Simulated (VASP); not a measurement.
These are PBE GGA, VASP's PBE PAW potentials (set 64) (plane waves; VASP) values and carry that method's errors.

A VASP calculation is set up with these files.

INCAR:
```
SYSTEM=Zn33Se31
PREC=Normal; ENCUT=400; LREAL=Auto
LASPH=.True.; ISYM=0
EDIFF=1E-5; NELM=100; NELMIN=4
ALGO=Fast; LMAXMIX=4
ISMEAR=0; SIGMA=0.05
GGA=PE
IBRION=2; NSW=60; ISIF=2
EDIFFG=-0.03
LWAVE=.False.; LCHARG=.False.
```

KPOINTS:
```
Automatic mesh
0
Gamma
1 1 1
0 0 0
```

**POSCAR**
```
Zn33Se31
1
   11.4825331932     0.0000000000     0.0000000000
    0.0000000000    11.4825331932     0.0000000000
   -0.0000000000    -0.0000000000    11.4825331932
Zn Se
33 31
Direct
  0.5000000000   0.0000000000   0.0000000000
  0.7500000000   0.2500000000   0.0000000000
  0.7500000000   0.0000000000   0.2500000000
  0.0000000000   0.0000000000   0.0000000000
  0.2500000000   0.2500000000   0.0000000000
  0.5000000000   0.5000000000   0.0000000000
  0.7500000000   0.7500000000   0.0000000000
  0.2500000000   0.0000000000   0.2500000000
  0.4978580000   0.2462030000   0.2537670000
  0.6254110000   0.3791210000   0.3785040000
  0.7490390000   0.4989310000   0.2513370000
  0.5000000000   0.0000000000   0.5000000000
  0.7523780000   0.2483420000   0.5042170000
  0.7500000000   0.0000000000   0.7500000000
  0.0000000000   0.5000000000   0.0000000000
  0.2500000000   0.7500000000   0.0000000000
  0.0000000000   0.2500000000   0.2500000000
  0.2500000000   0.5000000000   0.2500000000
  0.5000000000   0.7500000000   0.2500000000
  0.0000000000   0.0000000000   0.5000000000
  0.2500000000   0.2500000000   0.5000000000
  0.4995310000   0.4975700000   0.5034010000
  0.7500000000   0.7500000000   0.5000000000
  0.2500000000   0.0000000000   0.7500000000
  0.5000000000   0.2500000000   0.7500000000
  0.7500000000   0.5000000000   0.7500000000
  0.0000000000   0.7500000000   0.2500000000
  0.0000000000   0.5000000000   0.5000000000
  0.2500000000   0.7500000000   0.5000000000
  0.0000000000   0.2500000000   0.7500000000
  0.2500000000   0.5000000000   0.7500000000
  0.5000000000   0.7500000000   0.7500000000
  0.0000000000   0.7500000000   0.7500000000
  0.6250000000   0.1250000000   0.1250000000
  0.8750000000   0.3750000000   0.1250000000
  0.8750000000   0.1250000000   0.3750000000
  0.1250000000   0.1250000000   0.1250000000
  0.3750000000   0.3750000000   0.1250000000
  0.6250000000   0.6250000000   0.1250000000
  0.8750000000   0.8750000000   0.1250000000
  0.3750000000   0.1250000000   0.3750000000
  0.8750000000   0.6250000000   0.3750000000
  0.6250000000   0.1250000000   0.6250000000
  0.8750000000   0.3750000000   0.6250000000
  0.8750000000   0.1250000000   0.8750000000
  0.1250000000   0.6250000000   0.1250000000
  0.3750000000   0.8750000000   0.1250000000
  0.1250000000   0.3750000000   0.3750000000
  0.3750000000   0.6250000000   0.3750000000
  0.6250000000   0.8750000000   0.3750000000
  0.1250000000   0.1250000000   0.6250000000
  0.3750000000   0.3750000000   0.6250000000
  0.6250000000   0.6250000000   0.6250000000
  0.8750000000   0.8750000000   0.6250000000
  0.3750000000   0.1250000000   0.8750000000
  0.6250000000   0.3750000000   0.8750000000
  0.8750000000   0.6250000000   0.8750000000
  0.1250000000   0.8750000000   0.3750000000
  0.1250000000   0.6250000000   0.6250000000
  0.3750000000   0.8750000000   0.6250000000
  0.1250000000   0.3750000000   0.8750000000
  0.3750000000   0.6250000000   0.8750000000
  0.6250000000   0.8750000000   0.8750000000
  0.1250000000   0.8750000000   0.8750000000
```

POTCAR, in this order: Zn Se (PBE.64 set). Program: vasp_gam.

What VASP printed:

File OSZICAR:
```
...
DAV:   1    -0.184996934588E+03   -0.56793E-03   -0.18452E+00   756   0.227E+00    0.269E-01
RMM:   2    -0.184998746351E+03   -0.18118E-02   -0.20169E-02   698   0.258E-01    0.856E-02
RMM:   3    -0.184998944282E+03   -0.19793E-03   -0.25338E-03   698   0.960E-02    0.654E-02
RMM:   4    -0.184998957551E+03   -0.13269E-04   -0.39159E-04   712   0.444E-02    0.501E-02
RMM:   5    -0.184998951143E+03    0.64084E-05   -0.10135E-04   686   0.209E-02    0.146E-02
RMM:   6    -0.184998953650E+03   -0.25069E-05   -0.21200E-05   441   0.811E-03
  14 F= -.18499895E+03 E0= -.18499895E+03  d E =-.261914E-01
       N       E                     dE             d eps       ncg     rms          rms(c)
DAV:   1    -0.184998942089E+03    0.90538E-05   -0.39441E-02   778   0.334E-01    0.405E-02
RMM:   2    -0.184998985879E+03   -0.43790E-04   -0.48141E-04   698   0.422E-02    0.139E-02
RMM:   3    -0.184998990806E+03   -0.49271E-05   -0.60667E-05   545   0.151E-02    0.112E-02
RMM:   4    -0.184998991324E+03   -0.51848E-06   -0.10597E-05   404   0.798E-03
  15 F= -.18499899E+03 E0= -.18499899E+03  d E =-.262291E-01
       N       E                     dE             d eps       ncg     rms          rms(c)
DAV:   1    -0.185002424667E+03   -0.34339E-02   -0.33693E+00   724   0.314E+00    0.254E-01
RMM:   2    -0.185004041446E+03   -0.16168E-02   -0.19275E-02   698   0.272E-01    0.906E-02
RMM:   3    -0.185004224969E+03   -0.18352E-03   -0.25926E-03   701   0.980E-02    0.637E-02
RMM:   4    -0.185004231339E+03   -0.63701E-05   -0.40888E-04   715   0.460E-02    0.473E-02
RMM:   5    -0.185004222817E+03    0.85217E-05   -0.11386E-04   697   0.218E-02    0.146E-02
RMM:   6    -0.185004225603E+03   -0.27859E-05   -0.26672E-05   455   0.893E-03
  16 F= -.18500423E+03 E0= -.18500423E+03  d E =-.523428E-02
       N       E                     dE             d eps       ncg     rms          rms(c)
DAV:   1    -0.185004464392E+03   -0.24157E-03   -0.50554E-01   764   0.122E+00    0.983E-02
RMM:   2    -0.185004721444E+03   -0.25705E-03   -0.29981E-03   698   0.109E-01    0.358E-02
RMM:   3    -0.185004750391E+03   -0.28948E-04   -0.40049E-04   702   0.392E-02    0.266E-02
RMM:   4    -0.185004751823E+03   -0.14319E-05   -0.66726E-05   667   0.191E-02
  17 F= -.18500475E+03 E0= -.18500475E+03  d E =-.576050E-02
       N       E                     dE             d eps       ncg     rms          rms(c)
DAV:   1    -0.185005985004E+03   -0.12346E-02   -0.97679E-01   716   0.151E+00    0.154E-01
RMM:   2    -0.185006649106E+03   -0.66410E-03   -0.72069E-03   698   0.152E-01    0.463E-02
RMM:   3    -0.185006726843E+03   -0.77737E-04   -0.89008E-04   698   0.559E-02    0.386E-02
RMM:   4    -0.185006731329E+03   -0.44852E-05   -0.12743E-04   688   0.249E-02    0.283E-02
RMM:   5    -0.185006729861E+03    0.14680E-05   -0.34512E-05   507   0.123E-02
  18 F= -.18500673E+03 E0= -.18500673E+03  d E =-.197804E-02
       N       E                     dE             d eps       ncg     rms          rms(c)
DAV:   1    -0.185007097754E+03   -0.36643E-03   -0.55050E-01   740   0.114E+00    0.116E-01
RMM:   2    -0.185007473927E+03   -0.37617E-03   -0.41059E-03   698   0.115E-01    0.360E-02
RMM:   3    -0.185007519846E+03   -0.45919E-04   -0.51396E-04   698   0.424E-02    0.297E-02
RMM:   4    -0.185007522779E+03   -0.29325E-05   -0.73748E-05   619   0.190E-02
  19 F= -.18500752E+03 E0= -.18500752E+03  d E =-.277096E-02
       N       E                     dE             d eps       ncg     rms          rms(c)
DAV:   1    -0.185007575178E+03   -0.55332E-04   -0.13370E-01   756   0.561E-01    0.552E-02
RMM:   2    -0.185007665340E+03   -0.90162E-04   -0.98215E-04   698   0.587E-02    0.200E-02
RMM:   3    -0.185007676591E+03   -0.11251E-04   -0.12506E-04   632   0.209E-02    0.169E-02
RMM:   4    -0.185007677621E+03   -0.10296E-05   -0.20470E-05   425   0.106E-02
  20 F= -.18500768E+03 E0= -.18500768E+03  d E =-.292580E-02
       N       E                     dE             d eps       ncg     rms          rms(c)
DAV:   1    -0.185008236354E+03   -0.55976E-03   -0.16374E+00   716   0.182E+00    0.166E-01
RMM:   2    -0.185009065865E+03   -0.82951E-03   -0.89036E-03   698   0.163E-01    0.476E-02
RMM:   3    -0.185009166324E+03   -0.10046E-03   -0.11135E-03   700   0.594E-02    0.402E-02
RMM:   4    -0.185009171556E+03   -0.52318E-05   -0.14716E-04   660   0.257E-02    0.295E-02
RMM:   5    -0.185009170057E+03    0.14988E-05   -0.43643E-05   537   0.132E-02
  21 F= -.18500917E+03 E0= -.18500917E+03  d E =-.149244E-02
       N       E                     dE             d eps       ncg     rms          rms(c)
DAV:   1    -0.185009269522E+03   -0.97966E-04   -0.20792E-01   764   0.646E-01    0.607E-02
RMM:   2    -0.185009376115E+03   -0.10659E-03   -0.11531E-03   698   0.580E-02    0.187E-02
RMM:   3    -0.185009390421E+03   -0.14306E-04   -0.14904E-04   607   0.214E-02    0.147E-02
RMM:   4    -0.185009391503E+03   -0.10816E-05   -0.20113E-05   445   0.929E-03
  22 F= -.18500939E+03 E0= -.18500939E+03  d E =-.171388E-02
       N       E                     dE             d eps       ncg     rms          rms(c)
DAV:   1    -0.185008851869E+03    0.53855E-03   -0.83083E-01   716   0.129E+00    0.118E-01
RMM:   2    -0.185009269380E+03   -0.41751E-03   -0.44891E-03   698   0.115E-01    0.350E-02
RMM:   3    -0.185009320830E+03   -0.51450E-04   -0.56418E-04   699   0.422E-02    0.293E-02
RMM:   4    -0.185009323728E+03   -0.28978E-05   -0.76294E-05   584   0.186E-02
  23 F= -.18500932E+03 E0= -.18500932E+03  d E =-.164611E-02
       N       E                     dE             d eps       ncg     rms          rms(c)
DAV:   1    -0.185009171504E+03    0.14933E-03   -0.46339E-01   716   0.965E-01    0.899E-02
RMM:   2    -0.185009409815E+03   -0.23831E-03   -0.25547E-03   698   0.879E-02    0.239E-02
RMM:   3    -0.185009435743E+03   -0.25927E-04   -0.31401E-04   689   0.323E-02    0.198E-02
RMM:   4    -0.185009437109E+03   -0.13665E-05   -0.44437E-05   508   0.142E-02
  24 F= -.18500944E+03 E0= -.18500944E+03  d E =-.175949E-02
       N       E                     dE             d eps       ncg     rms          rms(c)
DAV:   1    -0.185009356317E+03    0.79426E-04   -0.11578E-01   716   0.482E-01    0.459E-02
RMM:   2    -0.185009417420E+03   -0.61103E-04   -0.64622E-04   698   0.440E-02    0.112E-02
RMM:   3    -0.185009424401E+03   -0.69807E-05   -0.78762E-05   562   0.162E-02    0.948E-03
RMM:   4    -0.185009424796E+03   -0.39508E-06   -0.10817E-05   406   0.731E-03
  25 F= -.18500942E+03 E0= -.18500942E+03  d E =-.174717E-02
       N       E                     dE             d eps       ncg     rms          rms(c)
DAV:   1    -0.185009427372E+03   -0.29709E-05   -0.26105E-02   732   0.229E-01    0.221E-02
RMM:   2    -0.185009440940E+03   -0.13569E-04   -0.14651E-04   601   0.209E-02    0.534E-03
RMM:   3    -0.185009442378E+03   -0.14383E-05   -0.18033E-05   422   0.773E-03    0.471E-03
RMM:   4    -0.185009442438E+03   -0.59139E-07   -0.24125E-06   364   0.364E-03
  26 F= -.18500944E+03 E0= -.18500944E+03  d E =-.176482E-02
       N       E                     dE             d eps       ncg     rms          rms(c)
DAV:   1    -0.185009531144E+03   -0.88766E-04   -0.15680E+00   706   0.177E+00    0.140E-01
RMM:   2    -0.185010215848E+03   -0.68470E-03   -0.71845E-03   698   0.155E-01    0.451E-02
RMM:   3    -0.185010301018E+03   -0.85169E-04   -0.90899E-04   699   0.553E-02    0.383E-02
RMM:   4    -0.185010307006E+03   -0.59880E-05   -0.12470E-04   694   0.251E-02    0.285E-02
RMM:   5    -0.185010306219E+03    0.78708E-06   -0.36778E-05   508   0.121E-02
  27 F= -.18501031E+03 E0= -.18501031E+03  d E =-.863781E-03
```

**OUTCAR**
```
------------------------ aborting loop because EDIFF is reached ----------------------------------------
  FORCE on cell =-STRESS in cart. coord.  units (eV):
  Direction    XX          YY          ZZ          XY          YZ          ZX
  --------------------------------------------------------------------------------------
  Total       13.6315152     13.6574373     13.6017212     -0.0206015     -0.0292549     -0.0241169
  in kB       14.4258557     14.4532884     14.3943256     -0.0218020     -0.0309596     -0.0255222
  external PRESSURE =      14.4244899 kB  Pullay stress =       0.0000000 kB
  volume of cell :     1513.96
      direct lattice vectors                 reciprocal lattice vectors
    11.482533193  0.000000000  0.000000000     0.087088797  0.000000000  0.000000000
     0.000000000 11.482533193  0.000000000     0.000000000  0.087088797  0.000000000
     0.000000000  0.000000000 11.482533193     0.000000000  0.000000000  0.087088797
  FREE ENERGIE OF THE ION-ELECTRON SYSTEM (eV)
  ---------------------------------------------------
  free  energy   TOTEN  =      -185.0103062186 eV

  energy  without entropy=     -185.0103062186  energy(sigma->0) =     -185.01030622

 reached required accuracy - stopping structural energy minimisation
```
(Selected blocks of OUTCAR.)

CONTCAR:
```
Zn33Se31
   1.00000000000000
    11.4825331932000001    0.0000000000000000    0.0000000000000000
     0.0000000000000000   11.4825331932000001    0.0000000000000000
     0.0000000000000000    0.0000000000000000   11.4825331932000001
  Zn              Se
    33    31
Direct
     0.4984525286894738    0.9989291388085240    0.9992143603309620
     0.7497004958605215    0.2501097411577415    0.9971391832751495
     0.7497900857020006    0.9968755297347138    0.2503087739331371
     0.0004858215211629    0.9995785908903873    0.9995127187486573
     0.2488815940286231    0.2483988583906037    0.9991068639190422
     0.5000777909915999    0.4997493025777173    0.9975964382391570
     0.7515975011070795    0.7510151787193741    0.9990881220600324
     0.2491161889376573    0.9989593999863239    0.2486004100706504
     0.4750634278274130    0.2241927687377449    0.2262416862282318
     0.6248815762138686    0.3751225251889440    0.3751604949396813
     0.7764504801042159    0.5255440406171707    0.2242254752269932
     0.5003210567422366    0.9964878138899471    0.5001386723376847
     0.7756626902848615    0.2240425766214343    0.5261144753412947
     0.7514063103463990    0.9990677647262602    0.7510014826539583
     0.0010451653280843    0.5016153978822275    0.9990698384414516
     0.2495028942152583    0.7506152161973827    0.9995653720867101
     0.0034112245309969    0.2500205870304631    0.2504913504711430
     0.2475004444876873    0.4996842319012757    0.2501955542933348
     0.5003668086919751    0.7525626206267012    0.2504226330722415
     0.0008998827564102    0.9989026925518492    0.5016021265191677
     0.2459223762490287    0.2502259011557349    0.4999992063208739
     0.4736091908057647    0.5256697807280045    0.5268202545725065
     0.7496294938185296    0.7528654418135503    0.4998416199902185
     0.2494881962500304    0.9995523000515099    0.7505335536040936
     0.5001669704166519    0.2501987993621704    0.7541119106477592
     0.7496817228901532    0.4997923213222719    0.7533177862962160
     0.0010885035786952    0.7510234647954512    0.2485341580277974
     0.0029784001071733    0.4997704523966410    0.4999923423535899
     0.2488174860088949    0.7510397246858486    0.5017030929199229
     0.0009636447423445    0.2485149170871682    0.7511936469762970
     0.2489037658249021    0.5014879062734958    0.7512007309192775
     0.4984329616694200    0.7510982398212258    0.7512432394190454
     0.0004424501468177    0.7506318005228845    0.7505225556987010
     0.6274698510460862    0.1234837379794398    0.1238664910378671
     0.8769169121173265    0.3719992967713968    0.1234914918918858
     0.8764424726138779    0.1235046438159924    0.3725829217689151
     0.1250592128929952    0.1247865372481432    0.1249783478695328
     0.3740131345994360    0.3766224479932083    0.1241736507881450
     0.6227574456645009    0.6262840394336696    0.1237485908980990
     0.8751684948803520    0.8750410446049588    0.1249607540475554
     0.3731025531291262    0.1231310305877944    0.3786245146006343
     0.8766184682096132    0.6265137093168667    0.3778605318133896
     0.6221312656049243    0.1236194139632946    0.6268693588531532
     0.8763745025299839    0.3775660024643216    0.6266968365464683
     0.8750244951183681    0.1248789051111840    0.8751129929421271
     0.1251684999212291    0.6250366394259417    0.1250060494089772
     0.3750113274696709    0.8748305139261373    0.1251278371992459
     0.1249480997877151    0.3752268794351431    0.3749855779404108
     0.3735239561218831    0.6263255322044975    0.3728905488820602
     0.6250139501956907    0.8749060259778584    0.3750581301278093
     0.1246717044494818    0.1247730940323383    0.6253536614116463
     0.3730745704999043    0.3717141337963651    0.6270825149490425
     0.6275066995816765    0.6265073836133237    0.6268081059580545
     0.8749609066500348    0.8749546884823862    0.6251286604966029
     0.3747874039024039    0.1247064009892156    0.8753022719780238
     0.6249983204228587    0.3751479066140363    0.8753579989070863
     0.8751319850704310    0.6251466331299069    0.8750627999392687
     0.1249605461262480    0.8749997260481668    0.3750225829922159
     0.1249147122926716    0.6251065249578244    0.6252619599075138
     0.3748277614375907    0.8748667741003127    0.6253711749905432
     0.1249828898996040    0.3750200308324981    0.8751621167233357
     0.3748817320900966    0.6250266236698552    0.8752568056249915
     0.6250516890493573    0.8750438813002394    0.8751566304409391
     0.1249823057489314    0.8750517719209401    0.8750539591294754
```

**OUTCAR**
```
 val. band max:        2.4521454011   @ k =   0.0000   0.0000   0.0000

 cond. band min:       3.3654403191   @ k =   0.0000   0.0000   0.0000


 Fermi energy:         2.7102489090

 k-point     1 :       0.0000    0.0000    0.0000
  band No.  band energies     occupation
      1     -11.7849      2.00000
      2     -11.3993      2.00000
      3     -11.3980      2.00000
      4     -11.3969      2.00000
      5     -11.3482      2.00000
      6     -11.3470      2.00000
      7     -11.2478      2.00000
      8     -11.1962      2.00000
      9     -11.1953      2.00000
     10     -11.1928      2.00000
     11     -11.1292      2.00000
     12     -11.1278      2.00000
     13     -11.1268      2.00000
     14     -11.0532      2.00000
     15     -11.0529      2.00000
     16     -11.0472      2.00000
     17     -11.0462      2.00000
     18     -11.0452      2.00000
     19     -10.9890      2.00000
     20     -10.9689      2.00000
     21     -10.9677      2.00000
     22     -10.9671      2.00000
     23     -10.9120      2.00000
     24     -10.8802      2.00000
     25     -10.8793      2.00000
     26     -10.7798      2.00000
     27     -10.7787      2.00000
     28     -10.7770      2.00000
     29     -10.7288      2.00000
     30     -10.7282      2.00000
     31     -10.7045      2.00000
     32      -5.4079      2.00000
     33      -5.4068      2.00000
     34      -5.4056      2.00000
     35      -5.3990      2.00000
     36      -5.3916      2.00000
     37      -5.3914      2.00000
     38      -5.3878      2.00000
     39      -5.3877      2.00000
     40      -5.3865      2.00000
     41      -5.3667      2.00000
     42      -5.3663      2.00000
     43      -5.3654      2.00000
     44      -5.3144      2.00000
     45      -5.3143      2.00000
     46      -5.3129      2.00000
     47      -5.3122      2.00000
     48      -5.3119      2.00000
     49      -5.2835      2.00000
     50      -5.2832      2.00000
     51      -5.2829      2.00000
...
```

The supercell is sampled at Γ alone, which is coarse: total energies, pressure and levels can be off, energies of defects by several tenths of an eV.

The cell is a supercell with a defect, built from ZnSe (zinc blende): Zn_Se. The run is not spin-polarised, so no state with unpaired spins was tried.
